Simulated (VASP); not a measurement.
# MgH2: structure and properties in VASP, part 6 of 6

Aim: relax MgH2, then compute properties on the relaxed cell. The start is a cell from a database of measured crystal structures.

VASP 6.6.1; AM05; plane waves and PAW (Mg, H).

So far, gap on the k-mesh (eV): step 2 (full relaxation (AM05)) 3.74; step 6 (density of states (AM05)) 3.62; step 7 (zone-centre phonons (AM05)) 3.74; step 8 (volume scan with AM05) 3.83; step 9 (volume scan with AM05 (run 2)) 3.80.

## (10) Volume scan with AM05 (run 3)

Input file INCAR:

```
SYSTEM = MgH2
PREC = Accurate
ENCUT = 400
EDIFF = 1E-06
NELM = 100
ISMEAR = 0
SIGMA = 0.05
LREAL = .FALSE.
ALGO = Normal
GGA = AM
NBANDS = 10
LORBIT = 11
LWAVE = .FALSE.
LCHARG = .FALSE.
KPAR = 4
ISIF = 2
```

Input file POSCAR:

```
MgH2
1.0
    4.4515325424      0.0000000000      0.0000000000
    0.0000000000      4.4515325424      0.0000000000
    0.0000000000      0.0000000000      2.9867818209
Mg H
2 4
Direct
    0.0000000000      0.0000000000      0.0000000000
    0.5000000000      0.5000000000      0.5000000000
    0.3044375503      0.3044375503      0.0000000000
    0.1955624497      0.8044375503      0.5000000000
    0.6955624497      0.6955624497      0.0000000000
    0.8044375503      0.1955624497      0.5000000000
```

Input file KPOINTS:

```
Automatic mesh
0
Gamma
5 5 7
0 0 0
```

The projector-augmented-wave data sets are Mg and H (PBE family, release 64).

The run is started by

```bash
mpirun -np 4 vasp_std
```

Output:

```text
[... set-up lines as in an earlier step ...]
 entering main loop
       N       E                     dE             d eps       ncg     rms          rms(c)
DAV:   1    -0.258786036528E+01   -0.25879E+01   -0.26161E+03   480   0.479E+02
DAV:   2    -0.176188359009E+02   -0.15031E+02   -0.14281E+02   612   0.720E+01
DAV:   3    -0.183002477605E+02   -0.68141E+00   -0.68056E+00   616   0.160E+01
DAV:   4    -0.183024333554E+02   -0.21856E-02   -0.21855E-02   608   0.975E-01
[...]
DAV:  10    -0.172359639594E+02   -0.33143E-04   -0.59845E-05   518   0.534E-02    0.976E-03
DAV:  11    -0.172359621863E+02    0.17731E-05   -0.50630E-06   556   0.107E-02    0.179E-03
DAV:  12    -0.172359621948E+02   -0.85268E-08   -0.19760E-07   294   0.319E-03
   1 F= -.17235962E+02 E0= -.17235962E+02  d E =-.953666E-16
```

Elapsed: 3.2 s, on 4 MPI ranks of Intel Xeon Platinum 8559C (Emerald Rapids), shared host; peak memory 0.52 GiB; 9.9 s of CPU time.

Parts of OUTCAR (step 10):

```text
  Total        0.3406483      0.3406483      0.5010512      0.0000000      0.0000000      0.0000000
  in kB        9.2213437      9.2213437     13.5634462      0.0000000      0.0000000      0.0000000
  external PRESSURE =      10.6687112 kB  Pullay stress =       0.0000000 kB

 POSITION                                       TOTAL-FORCE (eV/Angst)
 -----------------------------------------------------------------------------------
      0.00000      0.00000      0.00000         0.000000     -0.000000      0.000000
      2.22577      2.22577      1.49339         0.000000     -0.000000      0.000000
      1.35521      1.35521      0.00000        -0.003469     -0.003469      0.000000
      0.87055      3.58098      1.49339         0.003469     -0.003469      0.000000
      3.09632      3.09632      0.00000         0.003469      0.003469     -0.000000
      3.58098      0.87055      1.49339        -0.003469      0.003469     -0.000000
 -----------------------------------------------------------------------------------
    total drift:                               -0.000000     -0.000000      0.000000

  FREE ENERGIE OF THE ION-ELECTRON SYSTEM (eV)
  ---------------------------------------------------
  free  energy   TOTEN  =       -17.2359621948 eV

  energy  without entropy=      -17.2359621948  energy(sigma->0) =      -17.23596219

[... 1 part as in an earlier step ...]

[... 2 further parts left out ...]
[key lines of the parts left out:]
E-fermi :  -0.0799
```

The pressure falls from 2.27 to 1.07 GPa.

The run ends at a pressure of 1.07 GPa, with forces up to 0.0049 eV/Å.

## (11) Volume scan with AM05 (run 4)

INCAR is that of step 10.

POSCAR: that of step 10 with these lines changed.

```diff
@@ -2,5 +2,5 @@
 1.0
-    4.4515325424      0.0000000000      0.0000000000
-    0.0000000000      4.4515325424      0.0000000000
-    0.0000000000      0.0000000000      2.9867818209
+    4.4816113774      0.0000000000      0.0000000000
+    0.0000000000      4.4816113774      0.0000000000
+    0.0000000000      0.0000000000      3.0069633913
 Mg H
```

KPOINTS is that of step 10.

The run is started by

```bash
mpirun -np 4 vasp_std
```

Output:

```text
[... set-up lines as in an earlier step ...]
 entering main loop
       N       E                     dE             d eps       ncg     rms          rms(c)
[... 12 cycles as in an earlier step ...]
   1 F= -.17244075E+02 E0= -.17244075E+02  d E =-.419121E-16
```

Run time: 3.2 s. Hardware: 4 MPI ranks; peak memory 0.53 GiB; 10 s of CPU time.

From OUTCAR (step 11):

```text
[... 6 parts as in an earlier step ...]

[... 1 further part left out ...]
[key lines of the parts left out:]
E-fermi :  -0.1641
```

The pressure falls from 1.07 to -0.03 GPa.

The run ends at a pressure of -0.03 GPa, with forces up to 0.0012 eV/Å.

## (12) Volume scan with AM05 (run 5)

INCAR is that of step 11.

POSCAR: that of step 11 with these lines changed.

```diff
@@ -2,5 +2,5 @@
 1.0
-    4.4816113774      0.0000000000      0.0000000000
-    0.0000000000      4.4816113774      0.0000000000
-    0.0000000000      0.0000000000      3.0069633913
+    4.5112917879      0.0000000000      0.0000000000
+    0.0000000000      4.5112917879      0.0000000000
+    0.0000000000      0.0000000000      3.0268776365
 Mg H
```

KPOINTS is that of step 11.

The run is started by

```bash
mpirun -np 4 vasp_std
```

Output:

```text
[... set-up lines as in an earlier step ...]
 entering main loop
       N       E                     dE             d eps       ncg     rms          rms(c)
DAV:   1    -0.235834774271E+01   -0.23583E+01   -0.26784E+03   488   0.484E+02
DAV:   2    -0.176344614306E+02   -0.15276E+02   -0.15011E+02   588   0.722E+01
DAV:   3    -0.183016317433E+02   -0.66717E+00   -0.66660E+00   630   0.163E+01
DAV:   4    -0.183037721968E+02   -0.21405E-02   -0.21404E-02   582   0.101E+00
[...]
DAV:  10    -0.172438898597E+02   -0.36553E-04   -0.64105E-05   516   0.546E-02    0.991E-03
DAV:  11    -0.172438880882E+02    0.17715E-05   -0.54939E-06   552   0.109E-02    0.195E-03
DAV:  12    -0.172438880923E+02   -0.40961E-08   -0.24178E-07   302   0.346E-03
   1 F= -.17243888E+02 E0= -.17243888E+02  d E =-.729727E-11
```

Elapsed: 3.4 s, on 4 MPI ranks; peak memory 0.54 GiB; 10 s of CPU time.

Parts of OUTCAR (step 12):

```text
  Total       -0.3541657     -0.3541657     -0.4839095      0.0000000      0.0000000      0.0000000
  in kB       -9.2112883     -9.2112883    -12.5857179      0.0000000      0.0000000      0.0000000
  external PRESSURE =     -10.3360982 kB  Pullay stress =       0.0000000 kB

 POSITION                                       TOTAL-FORCE (eV/Angst)
 -----------------------------------------------------------------------------------
      0.00000      0.00000      0.00000         0.000000      0.000000     -0.000000
      2.25565      2.25565      1.51344         0.000000      0.000000     -0.000000
      1.37341      1.37341      0.00000         0.004734      0.004734      0.000000
      0.88224      3.62905      1.51344        -0.004734      0.004734      0.000000
      3.13789      3.13789      0.00000        -0.004734     -0.004734     -0.000000
      3.62905      0.88224      1.51344         0.004734     -0.004734     -0.000000
 -----------------------------------------------------------------------------------
    total drift:                               -0.000000     -0.000000      0.000000

  FREE ENERGIE OF THE ION-ELECTRON SYSTEM (eV)
  ---------------------------------------------------
  free  energy   TOTEN  =       -17.2438880923 eV

  energy  without entropy=      -17.2438880923  energy(sigma->0) =      -17.24388809

[... 1 part as in an earlier step ...]

[... 2 further parts left out ...]
[key lines of the parts left out:]
E-fermi :  -0.3094
```

The pressure falls from -0.03 to -1.03 GPa.

The run ends at a pressure of -1.03 GPa, with forces up to 0.0067 eV/Å.

## (13) Volume scan with AM05 (run 6)

INCAR is that of step 12.

POSCAR: that of step 12 with these lines changed.

```diff
@@ -2,5 +2,5 @@
 1.0
-    4.5112917879      0.0000000000      0.0000000000
-    0.0000000000      4.5112917879      0.0000000000
-    0.0000000000      0.0000000000      3.0268776365
+    4.5405867113      0.0000000000      0.0000000000
+    0.0000000000      4.5405867113      0.0000000000
+    0.0000000000      0.0000000000      3.0465332368
 Mg H
```

KPOINTS is that of step 12.

The run is started by

```bash
mpirun -np 4 vasp_std
```

Output:

```text
[... set-up lines as in an earlier step ...]
 entering main loop
       N       E                     dE             d eps       ncg     rms          rms(c)
DAV:   1    -0.811912901196E+00   -0.81191E+00   -0.26670E+03   488   0.485E+02
DAV:   2    -0.175454906489E+02   -0.16734E+02   -0.15822E+02   610   0.705E+01
DAV:   3    -0.182916641249E+02   -0.74617E+00   -0.74554E+00   604   0.169E+01
DAV:   4    -0.182938716541E+02   -0.22075E-02   -0.22075E-02   580   0.980E-01
[...]
DAV:  10    -0.172361343007E+02   -0.38391E-04   -0.66966E-05   516   0.554E-02    0.103E-02
DAV:  11    -0.172361323968E+02    0.19039E-05   -0.60425E-06   548   0.113E-02    0.201E-03
DAV:  12    -0.172361324027E+02   -0.59194E-08   -0.26818E-07   304   0.365E-03
   1 F= -.17236132E+02 E0= -.17236132E+02  d E =-.833284E-11
```

The job ended after 3.4 s (4 MPI ranks; peak memory 0.55 GiB).

OUTCAR, selected parts (step 13):

```text
  Total       -0.6774845     -0.6774845     -0.9414834     -0.0000000      0.0000000      0.0000000
  in kB      -17.2814457    -17.2814457    -24.0155972     -0.0000000      0.0000000      0.0000000
  external PRESSURE =     -19.5261629 kB  Pullay stress =       0.0000000 kB

 POSITION                                       TOTAL-FORCE (eV/Angst)
 -----------------------------------------------------------------------------------
      0.00000      0.00000      0.00000         0.000000      0.000000      0.000000
      2.27029      2.27029      1.52327         0.000000      0.000000      0.000000
      1.38233      1.38233      0.00000         0.008404      0.008404      0.000000
      0.88797      3.65262      1.52327        -0.008404      0.008404      0.000000
      3.15826      3.15826      0.00000        -0.008404     -0.008404      0.000000
      3.65262      0.88797      1.52327         0.008404     -0.008404      0.000000
 -----------------------------------------------------------------------------------
    total drift:                               -0.000000     -0.000000      0.000000

  FREE ENERGIE OF THE ION-ELECTRON SYSTEM (eV)
  ---------------------------------------------------
  free  energy   TOTEN  =       -17.2361324027 eV

  energy  without entropy=      -17.2361324027  energy(sigma->0) =      -17.23613240

[... 1 part as in an earlier step ...]

[... 2 further parts left out ...]
[key lines of the parts left out:]
E-fermi :  -0.3914
```

The pressure falls from -1.03 to -1.95 GPa.

The run ends at a pressure of -1.95 GPa, with forces up to 0.012 eV/Å.

## (14) Volume scan with AM05 (run 7)

A prediction first. A least-squares parabola for the 6 pressures of evenly scaled cells so far, P = -0.03 -52.6 t +95 t² GPa with t = ln(V/V₁) and V₁ the volume at scale 1, gives -2.78 GPa at t = +0.0583.

INCAR is that of step 13.

POSCAR: that of step 13 with these lines changed.

```diff
@@ -2,5 +2,5 @@
 1.0
-    4.5405867113      0.0000000000      0.0000000000
-    0.0000000000      4.5405867113      0.0000000000
-    0.0000000000      0.0000000000      3.0465332368
+    4.5695084255      0.0000000000      0.0000000000
+    0.0000000000      4.5695084255      0.0000000000
+    0.0000000000      0.0000000000      3.0659384303
 Mg H
```

KPOINTS is that of step 13.

The run is started by

```bash
mpirun -np 4 vasp_std
```

Output:

```text
[... set-up lines as in an earlier step ...]
 entering main loop
       N       E                     dE             d eps       ncg     rms          rms(c)
DAV:   1    -0.173878941401E+01   -0.17388E+01   -0.27972E+03   488   0.495E+02
DAV:   2    -0.175305829014E+02   -0.15792E+02   -0.14730E+02   582   0.711E+01
DAV:   3    -0.182759976665E+02   -0.74541E+00   -0.74485E+00   646   0.168E+01
DAV:   4    -0.182784083897E+02   -0.24107E-02   -0.24106E-02   570   0.101E+00
[...]
DAV:  10    -0.172220042762E+02   -0.40194E-04   -0.69502E-05   522   0.562E-02    0.104E-02
DAV:  11    -0.172220023837E+02    0.18925E-05   -0.61594E-06   544   0.114E-02    0.205E-03
DAV:  12    -0.172220023928E+02   -0.91158E-08   -0.28456E-07   312   0.377E-03
   1 F= -.17222002E+02 E0= -.17222002E+02  d E =-.363791E-11
```

Run time: 3.6 s. Hardware: 4 MPI ranks; peak memory 0.54 GiB; 11 s of CPU time.

OUTCAR, selected parts (step 14):

```text
  Total       -0.9838548     -0.9838548     -1.3773683      0.0000000      0.0000000      0.0000000
  in kB      -24.6229002    -24.6229002    -34.4713477      0.0000000      0.0000000      0.0000000
  external PRESSURE =     -27.9057160 kB  Pullay stress =       0.0000000 kB

 POSITION                                       TOTAL-FORCE (eV/Angst)
 -----------------------------------------------------------------------------------
      0.00000      0.00000      0.00000         0.000000      0.000000      0.000000
      2.28475      2.28475      1.53297         0.000000      0.000000      0.000000
      1.39113      1.39113      0.00000         0.011720      0.011720     -0.000000
      0.89362      3.67588      1.53297        -0.011720      0.011720      0.000000
      3.17838      3.17838      0.00000        -0.011720     -0.011720      0.000000
      3.67588      0.89362      1.53297         0.011720     -0.011720      0.000000
 -----------------------------------------------------------------------------------
    total drift:                               -0.000000     -0.000000      0.000000

  FREE ENERGIE OF THE ION-ELECTRON SYSTEM (eV)
  ---------------------------------------------------
  free  energy   TOTEN  =       -17.2220023928 eV

  energy  without entropy=      -17.2220023928  energy(sigma->0) =      -17.22200239

[... 1 part as in an earlier step ...]

[... 2 further parts left out ...]
[key lines of the parts left out:]
E-fermi :  -0.4648
```

The pressure falls from -1.95 to -2.79 GPa. The parabola predicted -2.78 GPa, +0.01 GPa off.

## (15) Comparing the runs

Times are for 4 MPI ranks of Intel Xeon Platinum 8559C (Emerald Rapids), shared host. The runs compared:

```tsv
no.	volume scale	energy above the lowest point (meV/atom)	pressure (GPa)	gap on the k-mesh (eV)	time	memory (GiB)
1	0.94	8.5	3.589	3.835	3.4 s	0.54
2	0.96	4.1	2.271	3.804	3.4 s	0.53
3	0.98	1.35	1.067	3.773	3.2 s	0.52
4	1	0	-0.02939	3.741	3.2 s	0.53
5	1.02	0.03	-1.034	3.709	3.4 s	0.54
6	1.04	1.32	-1.953	3.676	3.4 s	0.55
7	1.06	3.68	-2.791	3.643	3.6 s	0.54
```

## (16) Fit for AM05

This step: Birch-Murnaghan fit, AM05; plane waves and PAW (VASP 6.6.1).

This step runs nothing: it gathers the runs above.

This step gave:

- pressure derivative of the bulk modulus: 3.484
- r.m.s. error of the fit: 1.52e-5 eV/atom
- minimum inside the sampled range: yes
- bulk modulus: 51.67 GPa
- equilibrium volume of the fit: 10.16 Å³/atom

Table of energy above the fitted minimum by volume:

```tsv
volume (Å³/atom)	energy above the fitted minimum (eV/atom)
9.462	0.00863
9.663	0.00423
9.864	0.00148
10.066	1.3e-4
10.267	1.6e-4
10.468	0.00145
10.670	0.00381
```

The fit over cells of fixed shape and fractional positions puts the volume +0.95 % from the relaxed one. At a finite cutoff and mesh the minimum of the energy and the zero of the stress don't quite coincide, and the relaxation stops at a threshold.

## (17) Outcome

```
relaxed volume                                               : 10.07 Å³/atom
relaxed conventional cell a, b, c                            : 4.482, 4.482, 3.007 Å
space group after relaxing, within 0.02 Å                    : P4_2/mnm (No. 136)
band gap                                                     : 3.51 eV, indirect (least direct gap of that run 4.42 eV)
gap among the points of the DOS mesh alone, an upper bound   : 3.62 eV
static dielectric constant from modes and Born charges, mean : 10.7
electronic dielectric constant, mean                         : 4.12
highest zone-centre mode                                     : 1486 cm⁻¹
bulk modulus from the fit                                    : 51.7 GPa
volume from the fit                                          : 10.2 Å³/atom
```

What this shows: With AM05, MgH2 relaxes to 10.07 Å³/atom in space group P4_2/mnm (held by the symmetry of the run), has an indirect gap of 3.51 eV and has a bulk modulus of 51.7 GPa at fixed shape and positions, an upper bound. Against the listed cell the volume lies -2.0 % (a -0.8 %, c -0.4 %). Zone-centre phonons (AM05): The principal values of the ionic part of the static dielectric tensor are 4.21, 7.74 and 7.74. Zone-centre phonons (AM05): Mean Born effective charge: Mg1 1.88, H3 -0.94 e. Zone-centre phonons (AM05): The infrared spectrum is led by the line at 889 cm⁻¹, followed by 1218 and 489. Zone-centre phonons (AM05): The highest mode in this list at Γ, 1486.3 cm⁻¹, is mostly motion of H (100 % of the kinetic energy). Semilocal functionals usually underestimate gaps. Modes at Γ alone can't show that the crystal is stable at other wave vectors, and the LO-TO splitting is not included. No search among competing phases was made, and a listed structure need not be the one stable at ambient conditions. All values are for a static lattice at zero temperature.

[Lines on the potential files, build, host, timing and source positions are cut from VASP's logs without a mark.]

[Logs are printed without paths, hosts, clocks, repeated set-up lines and the standing remarks that a program may print on its own settings, such as how far it seeks lower states.]

[Hosts, paths, dates, database ids (printed as entryN), source tags and the programs' standing remarks are cut or masked in the printed files.]

[A measured line is paired with the nearest computed mode of its activity, which favours agreement.]

[In band tables of VASP the shares of atoms and orbitals are scaled to a sum of 1 inside the atoms' spheres.]
